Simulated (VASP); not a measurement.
A run of VASP 6.6.1 is set up as follows.

INCAR

```
SYSTEM = Rb2NbF6
PREC = Accurate
ENCUT = 520
EDIFF = 1E-6
ISMEAR = -1
SIGMA = 0.1
LREAL = .FALSE.
LASPH = .TRUE.
NELM = 100
ALGO = Fast
ISIF = 2
LWAVE = .FALSE.
LCHARG = .TRUE.
GGA = PE
LELF = .TRUE.
LVHAR = .TRUE.
NBANDS = 46
```

KPOINTS

```
Automatic mesh
0
G
  3 3 3
  0 0 0
```

File POSCAR:

```
Rb2NbF6
1.0
    4.6932910000      0.6539300000      0.3132760000
   -0.0997190000      5.5206300000      0.8873170000
    0.2947590000     -0.9436180000      5.8738870000
Nb F Rb
1 6 2
Direct
    0.5613931811     -0.0050485475      0.8599228504
    0.3080285783      0.8908822166      0.6618835370
    0.2523445850      0.9625439924      0.0508732718
    0.8007673249      0.6598318363      0.7492144146
    0.1902257633      0.3257579024      0.9381711478
    0.7041090559      0.0647644751      0.2039244050
    0.0490489429      0.6678774819      0.3110952083
    0.1008451281      0.2490459126      0.5163000190
    0.5962334437      0.5396342983      0.1322529162
```

Potentials or basis: VASP PAW PBE potentials, release 64 (Nb_sv, F, Rb_sv).

Command:

```bash
$ cat potpaw_PBE.64/Nb_sv/POTCAR potpaw_PBE.64/F/POTCAR potpaw_PBE.64/Rb_sv/POTCAR > POTCAR
$ mpirun -np 1 vasp_std > vasp.out
```

Predict the pressure.

3.5 GPa.

What does it give for the band gap on the k mesh?

None (metal or under the smearing width).

Forces on the atoms (eV/Å):
```
Nb   0.356 -1.382  1.515
F    1.504 -0.758  0.032
F   -0.409 -2.144  1.191
F   -1.253  2.582  0.981
F    1.692  0.482 -1.315
F   -0.852  0.184 -2.526
F    0.191 -0.377  0.203
Rb  -1.264  1.968 -1.536
Rb   0.034 -0.555  1.453
```

Caveat: the k mesh is coarse (spacing up to 0.45 Å⁻¹), so the values aren't converged; an odd number of electrons without spin polarisation forces a metal; a magnetic or distorted state may lie lower.
